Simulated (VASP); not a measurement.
These are r2SCAN+rVV10, VASP's PBE PAW potentials (set 64) (plane waves; VASP) values and carry that method's errors.

The input files of a VASP run:

**KPOINTS**
```
Automatic mesh
0
Gamma
7 7 7
0 0 0
```

INCAR:
```
SYSTEM = Al3Sc
PREC = Accurate; ENCUT = 520; LREAL = F
LASPH = T
EDIFF = 1E-6; NELM = 100; ALGO = Normal
LMAXMIX = 4; LMIXTAU = T
ISMEAR = 1; SIGMA = 0.1
METAGGA = R2SCAN; LUSE_VDW = T; BPARAM = 11.95
CPARAM = 0.0093
IBRION = 2; NSW = 60; ISIF = 3
EDIFFG = -0.02
LWAVE = F; LCHARG = F
```

POSCAR:
```
Al3Sc
1
    4.0638445191    -0.0000000000     0.0000000000
    0.0000000000     4.0638445191     0.0000000000
    0.0000000000     0.0000000000     4.0638445191
Sc Al
1 3
Direct
  0.0000000000   0.0000000000   0.0000000000
  0.0000000000   0.5000000000   0.5000000000
  0.5000000000   0.0000000000   0.5000000000
  0.5000000000   0.5000000000   0.0000000000
```

POTCAR, in this order: Sc_sv Al (PBE.64 set). Program: vasp_std.

Output of the run:

OSZICAR:
```
       N       E                     dE             d eps       ncg     rms          rms(c)
DAV:   1     0.103488285862E+03    0.10349E+03   -0.87524E+03   560   0.135E+03
DAV:   2    -0.280861945966E+02   -0.13157E+03   -0.12979E+03   560   0.382E+02
DAV:   3    -0.366255950679E+02   -0.85394E+01   -0.82496E+01   904   0.800E+01
DAV:   4    -0.367715829442E+02   -0.14599E+00   -0.14546E+00   760   0.101E+01
DAV:   5    -0.367747605131E+02   -0.31776E-02   -0.31759E-02   830   0.163E+00    0.124E+01
DAV:   6    -0.331257628704E+02    0.36490E+01   -0.56944E+00   780   0.386E+01    0.457E+00
DAV:   7    -0.327866420152E+02    0.33912E+00   -0.55604E-01   662   0.784E+00    0.218E+00
DAV:   8    -0.329976076193E+02   -0.21097E+00   -0.67697E-01   764   0.781E+00    0.805E-01
DAV:   9    -0.329843119309E+02    0.13296E-01   -0.11683E-01   772   0.461E+00    0.381E-01
DAV:  10    -0.330533848991E+02   -0.69073E-01   -0.14553E-01   792   0.481E+00    0.269E-01
DAV:  11    -0.330495813161E+02    0.38036E-02   -0.12471E-02   876   0.172E+00    0.174E-01
DAV:  12    -0.330533188598E+02   -0.37375E-02   -0.49429E-03   714   0.862E-01    0.283E-02
DAV:  13    -0.330532341401E+02    0.84720E-04   -0.65800E-04   754   0.308E-01    0.203E-02
DAV:  14    -0.330533737959E+02   -0.13966E-03   -0.14952E-04   798   0.146E-01    0.104E-02
DAV:  15    -0.330534470992E+02   -0.73303E-04   -0.85862E-05   632   0.122E-01    0.783E-03
DAV:  16    -0.330534476777E+02   -0.57850E-06   -0.14035E-05   744   0.528E-02    0.352E-03
DAV:  17    -0.330534527887E+02   -0.51111E-05   -0.56417E-06   662   0.323E-02    0.146E-03
DAV:  18    -0.330534528262E+02   -0.37496E-07   -0.70571E-08   352   0.377E-03
   1 F= -.33053453E+02 E0= -.33053020E+02  d E =-.330535E+02
       N       E                     dE             d eps       ncg     rms          rms(c)
DAV:   1    -0.330899811210E+02   -0.36528E-01   -0.10005E+00   674   0.162E+01    0.153E+00
DAV:   2    -0.330573904504E+02    0.32591E-01   -0.19679E-01   792   0.652E+00    0.304E-01
DAV:   3    -0.330560752909E+02    0.13152E-02   -0.44153E-03   656   0.562E-01    0.169E-01
DAV:   4    -0.330553222244E+02    0.75307E-03   -0.26765E-03   712   0.370E-01    0.642E-02
DAV:   5    -0.330552390603E+02    0.83164E-04   -0.14412E-03   844   0.362E-01    0.423E-02
DAV:   6    -0.330554493366E+02   -0.21028E-03   -0.35697E-04   768   0.147E-01    0.267E-02
DAV:   7    -0.330554425011E+02    0.68355E-05   -0.37202E-05   754   0.913E-02    0.120E-02
DAV:   8    -0.330554320061E+02    0.10495E-04   -0.49938E-05   638   0.107E-01    0.133E-02
DAV:   9    -0.330554527209E+02   -0.20715E-04   -0.39119E-05   730   0.880E-02    0.841E-04
DAV:  10    -0.330554528286E+02   -0.10771E-06   -0.66208E-07   346   0.994E-03
   2 F= -.33055453E+02 E0= -.33055030E+02  d E =-.200000E-02
       N       E                     dE             d eps       ncg     rms          rms(c)
DAV:   1    -0.330597665442E+02   -0.43138E-02   -0.10881E-01   668   0.535E+00    0.500E-01
DAV:   2    -0.330562620825E+02    0.35045E-02   -0.18709E-02   766   0.204E+00    0.103E-01
DAV:   3    -0.330561375161E+02    0.12457E-03   -0.36935E-04   602   0.166E-01    0.549E-02
DAV:   4    -0.330560643002E+02    0.73216E-04   -0.28385E-04   726   0.128E-01    0.222E-02
DAV:   5    -0.330560753525E+02   -0.11052E-04   -0.94186E-05   804   0.896E-02    0.143E-02
DAV:   6    -0.330560864678E+02   -0.11115E-04   -0.18579E-05   686   0.400E-02    0.705E-03
DAV:   7    -0.330560854535E+02    0.10143E-05   -0.63813E-06   590   0.367E-02    0.389E-03
DAV:   8    -0.330560848205E+02    0.63294E-06   -0.70812E-06   650   0.386E-02
   3 F= -.33056085E+02 E0= -.33055659E+02  d E =-.263199E-02
```

OUTCAR:
```
------------------------ aborting loop because EDIFF is reached ----------------------------------------
  FORCE on cell =-STRESS in cart. coord.  units (eV):
  Direction    XX          YY          ZZ          XY          YZ          ZX
  --------------------------------------------------------------------------------------
  Total        0.0178758      0.0178758      0.0178758     -0.0000000     -0.0000000      0.0000000
  in kB        0.4219407      0.4219407      0.4219407     -0.0000000     -0.0000000      0.0000000
  external PRESSURE =       0.4219407 kB  Pullay stress =       0.0000000 kB
  volume of cell :       67.88
      direct lattice vectors                 reciprocal lattice vectors
     4.079198402  0.000000000 -0.000000000     0.245146203  0.000000000  0.000000000
    -0.000000000  4.079198402 -0.000000000    -0.000000000  0.245146203  0.000000000
     0.000000000  0.000000000  4.079198402     0.000000000  0.000000000  0.245146203
 POSITION                                       TOTAL-FORCE (eV/Angst)
 -----------------------------------------------------------------------------------
      0.00000      0.00000      0.00000        -0.000000      0.000000      0.000000
     -0.00000      2.03960      2.03960         0.000000      0.000000      0.000000
      2.03960      0.00000      2.03960        -0.000000      0.000000      0.000000
      2.03960      2.03960     -0.00000        -0.000000      0.000000      0.000000
 -----------------------------------------------------------------------------------
    total drift:                               -0.000000     -0.000000      0.000000
  FREE ENERGIE OF THE ION-ELECTRON SYSTEM (eV)
  ---------------------------------------------------
  free  energy   TOTEN  =       -33.0560848205 eV

  energy  without entropy=      -33.0548070016  energy(sigma->0) =      -33.05565888

 reached required accuracy - stopping structural energy minimisation
```
(Selected blocks of OUTCAR.)

File CONTCAR:
```
Al3Sc
   1.00000000000000
     4.0791984015512712    0.0000000000000000   -0.0000000000000000
    -0.0000000000000000    4.0791984015512712   -0.0000000000000000
     0.0000000000000000    0.0000000000000000    4.0791984015512712
  Sc              Al
     1     3
Direct
     0.0000000000000000    0.0000000000000000    0.0000000000000000
     0.0000000000000000    0.5000000000000000    0.5000000000000000
     0.5000000000000000    0.0000000000000000    0.5000000000000000
     0.5000000000000000    0.5000000000000000    0.0000000000000000
```

The compound is Al3Sc in the L1_2 structure. This run relaxes it. Symmetry was kept, so distortions that lower it aren't found. The start is the result of an earlier pass.
